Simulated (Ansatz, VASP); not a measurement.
# BeB3As3S in two plane-wave programs, part 3 of 3

One calculation is typed for both programs; each brings its own data sets. How far apart do they land? The cell is generated by rule, not measured, and may not be a known phase. The cell is taken from a series of runs on this material, whose earlier steps may have relaxed, scaled, displaced or heated it; both programs get it as it stands.

VASP 6.6.1 and Ansatz 0.2.0.

So far: VASP: relaxation of cell and atoms, PBEsol, pair 1; Ansatz: relaxation of cell and atoms, PBEsol, pair 1; Differences; Ansatz: relaxation of cell and atoms, PBEsol, pair 2; VASP: relaxation of cell and atoms, PBEsol, pair 2; Comparison.

## (8) VASP: relaxation of cell and atoms, PBEsol, pair 3

Level of this step: PBEsol; plane waves and PAW (As, B, Be, S); invented cell (VASP).

The relaxed volume is the usual yardstick between codes: in a stiff, nearly cubic crystal its relative difference is about their pressure difference at one cell divided by the bulk modulus.

Contents of INCAR:

```
SYSTEM = BeB3As3S
PREC = Accurate
ENCUT = 600
EDIFF = 1E-07
NELM = 120
ISMEAR = 1
SIGMA = 0.2
LREAL = .FALSE.
ALGO = Normal
GGA = PS
NBANDS = 24
LORBIT = 11
LWAVE = .FALSE.
LCHARG = .FALSE.
ISIF = 3
IBRION = 2
NSW = 80
EDIFFG = -0.005
LASPH = .TRUE.
GGA_COMPAT = .FALSE.
NELMIN = 4
KPAR = 2
```

Contents of POSCAR:

```
BeB3As3S
1.0
    2.3870690000      2.3870690000      0.0000000000
   -2.3896000000      2.3896000000      0.0000000000
    0.0000000000      0.0000000000      9.6213140000
As B Be S
3 3 1 1
Direct
    0.5000002095      0.0000000000      0.1242550654
    0.0000000000      0.5000000000      0.3716264743
    0.5000002095      0.0000000000      0.6182847790
    0.0000000000      0.0000000000      0.0010568203
    0.5000000000      0.5000002092      0.2473435541
    0.0000000000      0.0000000000      0.4954499978
    0.5000000000      0.5000002092      0.7558819928
    0.0000000000      0.5000000000      0.8861012124
```

Contents of KPOINTS:

```
Automatic mesh
0
Gamma
12 12 4
0 0 0
```

PAW data sets: As, B, Be and S (PBE family, release 64).

Started as:

```console
mpirun -np 2 vasp_std
```

Numbers of over 12 decimals in the logs are rounded to 6 here.

The log of the run:

```text
[... set-up lines as in an earlier step ...]
 entering main loop
       N       E                     dE             d eps       ncg     rms          rms(c)
DAV:   1     0.116746044833E+03    0.11675E+03   -0.14908E+04  7056   0.131E+03
DAV:   2    -0.385688875897E+02   -0.15531E+03   -0.14495E+03  9440   0.202E+02
DAV:   3    -0.477463168591E+02   -0.91774E+01   -0.90553E+01  9416   0.518E+01
DAV:   4    -0.478973560225E+02   -0.15104E+00   -0.15065E+00  8984   0.737E+00
[...]
DAV:  15    -0.457807989197E+02    0.24206E-06   -0.52658E-07  9096   0.357E-03    0.410E-03
DAV:  16    -0.457807987862E+02    0.13352E-06   -0.27969E-07  8456   0.290E-03    0.860E-04
DAV:  17    -0.457807987706E+02    0.15653E-07   -0.56490E-08  5336   0.133E-03
   1 F= -.45780799E+02 E0= -.45780109E+02  d E =-.457808E+02
[... from here on, the cycles between the ionic steps are left out ...]
   2 F= -.45781558E+02 E0= -.45780851E+02  d E =-.759118E-03
   3 F= -.45782021E+02 E0= -.45781321E+02  d E =-.122227E-02
   4 F= -.45782021E+02 E0= -.45781321E+02  d E =-.122195E-02
   5 F= -.45782033E+02 E0= -.45781335E+02  d E =-.121269E-04
   6 F= -.45782033E+02 E0= -.45781335E+02  d E =-.125476E-04
   7 F= -.45782038E+02 E0= -.45781340E+02  d E =-.500046E-05
 trial-energy change:   -0.000005  1 .order   -0.000005   -0.000007   -0.000003
 step:   1.4162(harm=  1.4162)  dis= 0.00041  next Energy=   -45.782039 (dE=-0.567E-05)
 reached required accuracy - stopping structural energy minimisation
```

OUTCAR, selected parts (step 8):

```text
  Total        0.0008036      0.0008036     -0.0015973      0.0015131      0.0000000      0.0000000
  in kB        0.0116701      0.0116701     -0.0231953      0.0219736      0.0000000      0.0000000
  external PRESSURE =       0.0000483 kB  Pullay stress =       0.0000000 kB

 POSITION                                       TOTAL-FORCE (eV/Angst)
 -----------------------------------------------------------------------------------
      1.19585      1.19585      1.19652        -0.000000      0.000000      0.000237
     -1.19675      1.19675      3.58145         0.000000     -0.000000      0.000811
      1.19585      1.19585      5.95968        -0.000000     -0.000000      0.003348
     -2.39350      2.39350      0.00868         0.000000      0.000000     -0.003087
     -0.00090      2.39259      2.38318         0.000000      0.000000     -0.002789
      0.00000      0.00000      4.77457         0.000000      0.000000      0.001471
     -0.00090      2.39259      7.28430         0.000000      0.000000      0.002551
      1.19494      3.58844      8.53922         0.000000     -0.000000     -0.002542
 -----------------------------------------------------------------------------------
    total drift:                               -0.000125     -0.000214      0.000088

  FREE ENERGIE OF THE ION-ELECTRON SYSTEM (eV)
  ---------------------------------------------------
  free  energy   TOTEN  =       -45.7820382731 eV

  energy  without entropy=      -45.7799447828  energy(sigma->0) =      -45.78134044

[... 1 part as in an earlier step ...]

[... 3 further parts left out ...]
[key lines of the parts left out:]
E-fermi :   6.5304
```

## (9) Ansatz: relaxation of cell and atoms, PBEsol, pair 3

The same cell, functional, mesh and smearing now go to Ansatz, which takes its cutoff from its data sets.

The cell is taken from a series of runs on this material, whose earlier steps may have relaxed, scaled, displaced or heated it; both programs get it as it stands.

Contents of input.yaml:

```yaml
crystal:
  lattice:
    - [2.3870690505, 2.3870690505, 0.0]
    - [-2.389600306, 2.389600306, 0.0]
    - [0.0, 0.0, 9.6213136991]
  atoms:
    - { symbol: As, position: [0.5, 0.0, 0.1242550283] }
    - { symbol: As, position: [0.0, 0.5, 0.3716264842] }
    - { symbol: As, position: [0.5, 0.0, 0.6182848446] }
    - { symbol: B, position: [0.0, 0.0, 0.0010568353] }
    - { symbol: B, position: [0.5, 0.5, 0.2473435784] }
    - { symbol: B, position: [0.0, 0.0, 0.4954499869] }
    - { symbol: Be, position: [0.5, 0.5, 0.755881965] }
    - { symbol: S, position: [0.0, 0.5, 0.8861012773] }
kpoints:
  mp_grid: { grid: [12, 12, 4] }
hamiltonian:
  xc: pbesol
scf:
  occupations: { method: methfessel_paxton, width: 0.2 }
output:
  forces: true
  stress: true
  eigenvalues: true
  write_density: true
  write_potential: true
  elf: true
  volumetric_format: npy
relax:
  adjacent_minimum: "off"
  f_tol: 0.001
  max_steps: 60
  cell: { stress_tol: 0.01 }
```

Started as:

```console
ansatz run input.yaml --threads 8 --pin off --max-ram 14336MiB --backend cpu --events-out ev --progress --plain --runs-dir out
```

The log of the run:

```text
[...]
Crystal: 8 atoms, lattice volume = 109.763 Å³
Basis set: ecut = 420 eV, 2121 PW (Γ), exchange–correlation on 48×48×144 points (8 copies of the dense FFT grid, shifted against one another)
Bands: 39, of which v1, the nominal top of the filled ones, is band 31 counted from 1 (30 counted from 0)
Symmetry: 4 space group operations
[...]
- [-2.389881, 2.389881, 0]
    - [-1.628525592194076e-19, 0, 9.620007]
  atoms:
    - { symbol: As, position: [0.5, 0, 0.124295] }
    - { symbol: As, position: [0, 0.500000, 0.371679] }
    - { symbol: As, position: [0.5, 0, 0.618337] }
    - { symbol: B, position: [0, 0, 0.00115475] }
    - { symbol: B, position: [0.500000, 0.5, 0.247375] }
    - { symbol: B, position: [0, 0, 0.495454] }
    - { symbol: Be, position: [0.500000, 0.5, 0.755709] }
    - { symbol: S, position: [0, 0.500000, 0.885996] }
[key lines of the parts left out:]
SCF converged after 8 iterations
Free energy (F): -15873.348192 eV
Fermi energy:    10.599664 eV
P = ⅓ Tr σ = -0.0007 GPa (-0.007 kbar)
```

## (10) Differences

What differs besides the data sets and the points named for the pairs above, as far as they apply: the data sets hold 62 valence electrons in Ansatz (on its default PAW (the set named soft_2) files) and 32 in VASP. Total energies have different zeros and are not compared.

Both answers:

```
                                         quantity  Ansatz    VASP  difference
                                      volume (Å³)  109.77  110.33     -0.51 %
edge a after relaxation, in the typed setting (Å)   3.376   3.382     -0.19 %
edge b after relaxation, in the typed setting (Å)   3.380   3.385     -0.15 %
edge c after relaxation, in the typed setting (Å)   9.620   9.636     -0.17 %
```

## (11) Outcome

```
difference in volume (relaxation of cell and atoms, PBEsol, pair 1) : -0.55 %
difference in volume (relaxation of cell and atoms, PBEsol, pair 2) : -0.51 %
difference in volume (relaxation of cell and atoms, PBEsol, pair 3) : -0.51 %
```

The difference in volume is -0.55 % (relaxation of cell and atoms, PBEsol, pair 1), within the 1.2 % picked in this series as the mark of a large difference, as far as the stopping tolerances let one tell. The data sets hold unlike numbers of valence electrons (62 in Ansatz and 32 in VASP), so part of the differences comes from the potentials. How closely two codes agree says nothing of how well the functional describes the real material.

[Lines on the potential files, build, host, timing and source positions are cut from VASP's logs without a mark.]

[Logs are printed without paths, hosts, clocks, repeated set-up lines and the standing remarks that a program may print on its own settings, such as how far it seeks lower states.]

[Hosts, paths, dates, database ids (printed as entryN), source tags and the programs' standing remarks are cut or masked in the printed files.]
